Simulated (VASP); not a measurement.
Method: PBE GGA with D3 dispersion (zero damping), VASP's PBE PAW potentials (set 64) (plane waves; VASP).

VASP input:

**INCAR**
```
! general
SYSTEM  = Sn
PREC    = Accurate
ENCUT   = 520   ! plane-wave cut-off (eV)
LREAL   = F   ! projection in real space or not
LASPH   = T   ! aspherical one-centre terms

! electronic loop
EDIFF   = 1E-7
NELM    = 100
ALGO    = Normal
LMAXMIX = 4   ! l cut-off of mixed one-centre charges

! smearing
ISMEAR  = 1   ! Methfessel-Paxton
SIGMA   = 0.1

! functional
GGA     = PE   ! PBE
IVDW    = 11

! ions
IBRION  = 2   ! conjugate gradients
NSW     = 30   ! most ionic steps
ISIF    = 4
EDIFFG  = -0.01

! output
LWAVE   = F
LCHARG  = F
```

KPOINTS:
```
Automatic
0
G
 13 13 13
0 0 0
```

POSCAR:
```
Sn
1.0
 -2.9201809054   2.9201809054   1.5805238394
  2.9201809054  -2.9201809054   1.5805238394
  2.9201809054   2.9201809054  -1.5805238394
Sn
2
Direct
  0.2500000000   0.7500000000   0.5000000000
  0.0000000000   0.0000000000   0.0000000000
```

POTCAR, in this order: Sn_d (PBE.64 set). Program: vasp_std.

What VASP printed:

### OSZICAR
```
       N       E                     dE             d eps       ncg     rms          rms(c)
DAV:   1     0.202264595141E+03    0.20226E+03   -0.15114E+04  7070   0.243E+03
DAV:   2     0.102751575013E+02   -0.19199E+03   -0.18990E+03  7066   0.449E+02
DAV:   3    -0.707553992917E+01   -0.17351E+02   -0.17134E+02  8184   0.139E+02
DAV:   4    -0.759211190250E+01   -0.51657E+00   -0.51486E+00  8234   0.259E+01
DAV:   5    -0.761118545518E+01   -0.19074E-01   -0.19072E-01  9398   0.457E+00    0.241E+00
DAV:   6    -0.759466782205E+01    0.16518E-01   -0.34665E-02  9192   0.293E+00    0.135E+00
DAV:   7    -0.759039238722E+01    0.42754E-02   -0.21464E-02  9160   0.227E+00    0.168E-01
DAV:   8    -0.759030524032E+01    0.87147E-04   -0.19793E-03  8258   0.666E-01    0.361E-02
DAV:   9    -0.759031333930E+01   -0.80990E-05   -0.57069E-05  8934   0.791E-02    0.136E-02
DAV:  10    -0.759031147971E+01    0.18596E-05   -0.71051E-06  9088   0.396E-02    0.171E-03
DAV:  11    -0.759031163059E+01   -0.15088E-06   -0.26547E-07  6038   0.729E-03    0.109E-03
DAV:  12    -0.759031139136E+01    0.23922E-06   -0.60708E-08  3820   0.323E-03    0.209E-04
DAV:  13    -0.759031143270E+01   -0.41342E-07   -0.15149E-08  3730   0.187E-03
   1 F= -.79983628E+01 E0= -.79984697E+01  d E =-.799836E+01
       N       E                     dE             d eps       ncg     rms          rms(c)
DAV:   1    -0.759037766633E+01   -0.66275E-04   -0.31259E-03  7956   0.499E-01    0.527E-02
DAV:   2    -0.759030235542E+01    0.75311E-04   -0.15940E-04  8538   0.221E-01    0.328E-02
DAV:   3    -0.759026014993E+01    0.42205E-04   -0.91167E-05  9140   0.153E-01    0.397E-03
DAV:   4    -0.759026137159E+01   -0.12217E-05   -0.16896E-05  7474   0.535E-02    0.241E-03
DAV:   5    -0.759026132159E+01    0.49999E-07   -0.44655E-07  7034   0.118E-02
   2 F= -.79983769E+01 E0= -.79984958E+01  d E =-.140570E-04
```

### OUTCAR
```
------------------------ aborting loop because EDIFF is reached ----------------------------------------
 Edisp (eV)   -0.40812
  FORCE on cell =-STRESS in cart. coord.  units (eV):
  Direction    XX          YY          ZZ          XY          YZ          ZX
  --------------------------------------------------------------------------------------
  Total       0.56749     0.56749     0.55268     0.00000     0.00000     0.00000
  in kB      16.86501    16.86501    16.42479     0.00000     0.00000     0.00000
  external pressure =       16.72 kB  Pullay stress =        0.00 kB
  volume of cell :       53.91
      direct lattice vectors                 reciprocal lattice vectors
    -2.921001390  2.921001390  1.579636053     0.000000000  0.171174174  0.316528607
     2.921001390 -2.921001390  1.579636053     0.171174174  0.000000000  0.316528607
     2.921001390  2.921001390 -1.579636053     0.171174174  0.171174174  0.000000000
 POSITION                                       TOTAL-FORCE (eV/Angst)
 -----------------------------------------------------------------------------------
      2.92100     -0.00000      0.78982         0.000000     -0.000000      0.000000
      2.92100     -2.92100      1.57964        -0.000000      0.000000     -0.000000
 -----------------------------------------------------------------------------------
    total drift:                                0.000000     -0.000000      0.000000
  FREE ENERGIE OF THE ION-ELECTRON SYSTEM (eV)
  ---------------------------------------------------
  free  energy   TOTEN  =        -7.9983768668 eV

  energy  without entropy=       -7.9987336415  energy(sigma->0) =       -7.99849579

 reached required accuracy - stopping structural energy minimisation
```
(Selected blocks of OUTCAR.)

### CONTCAR
```
Sn
   1.00000000000000
    -2.9210013896423459    2.9210013896423459    1.5796360529167803
     2.9210013896423459   -2.9210013896423459    1.5796360529167803
     2.9210013896423459    2.9210013896423459   -1.5796360529167803
  Sn
     2
Direct
     0.2500000000000000    0.7500000000000000    0.5000000000000000
     0.0000000000000000    1.0000000000000000    0.0000000000000000
```

The compound is Sn in the beta structure. This cell is one point of a volume scan, at 0.97 of the reference volume. Symmetry was kept, so distortions that lower it aren't found.
